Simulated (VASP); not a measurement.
The input files of a VASP run:

KPOINTS:
```
Automatic mesh
0
Gamma
 12 12 12
```

INCAR:
```
PREC  =  Accurate
NSW  =  40
LCHARG  =  .FALSE.
GGA  =  PS   # PBEsol
LMAXMIX  =  4
ENCUT  =  500   # plane-wave cut-off (eV)
LASPH  =  .TRUE.   # aspherical one-centre terms
EDIFFG  =  -0.02
ISMEAR  =  1
EDIFF  =  1E-6
PSTRESS  =  200   # kbar
ISIF  =  3   # ions, shape and volume
LWAVE  =  .FALSE.
LREAL  =  .FALSE.   # projection in real space or not
ALGO  =  Normal   # blocked Davidson
SYSTEM  =  InAs
SIGMA  =  0.1
NELM  =  100
IBRION  =  2
```

POSCAR:
```
InAs
1.0
  0.0000000000   2.7277414302   2.7277414302
  2.7277414302   0.0000000000   2.7277414302
  2.7277414302   2.7277414302   0.0000000000
In As
1 1
direct
  0.0000000000   0.0000000000   0.0000000000
  0.5000000000   0.5000000000   0.5000000000
```

POTCAR, in this order: In_d As (PBE.64 set). Program: vasp_std.

Task: Translate this PBEsol calculation to Quantum ESPRESSO's pw.x.

Result: One equivalent input (not run):
```
&CONTROL
  calculation = 'vc-relax'
  pseudo_dir = './pseudo'
  outdir = './out'
  tprnfor = .true.
  tstress = .true.
  nstep = 40
  forc_conv_thr = 0.00078
/
&SYSTEM
  ibrav = 0
  nat = 2
  ntyp = 2
  ecutwfc = 84
  occupations = 'smearing'
  smearing = 'methfessel-paxton'
  degauss = 0.00735
  input_dft = 'pbesol'
/
&ELECTRONS
  conv_thr = 7.3e-08
  electron_maxstep = 100
/
&IONS
/
&CELL
  press = 200
/
ATOMIC_SPECIES
  In 114.818 In.upf
  As 74.922 As.upf
CELL_PARAMETERS angstrom
     0.0000000    2.7277414    2.7277414
     2.7277414    0.0000000    2.7277414
     2.7277414    2.7277414    0.0000000
ATOMIC_POSITIONS crystal
  In   0.0000000  0.0000000  0.0000000
  As   0.5000000  0.5000000  0.5000000
K_POINTS automatic
  12 12 12 0 0 0
```
Limits of the translation: the potentials are each code's own (VASP's PAW set, PseudoDojo norm-conserving files in pw.x), so ENCUT and ecutwfc are chosen apart and not converted; conv_thr bounds pw.x's estimated SCF error, while EDIFF bounds the energy change between steps; forc_conv_thr acts on force components and is met together with etot_conv_thr.

The structure was generated: InAs was put into the rock salt type (Fm-3m), which need not be its known phase. This run relaxes it under an external pressure of 20 GPa. Symmetry was kept, so distortions that lower it aren't found.
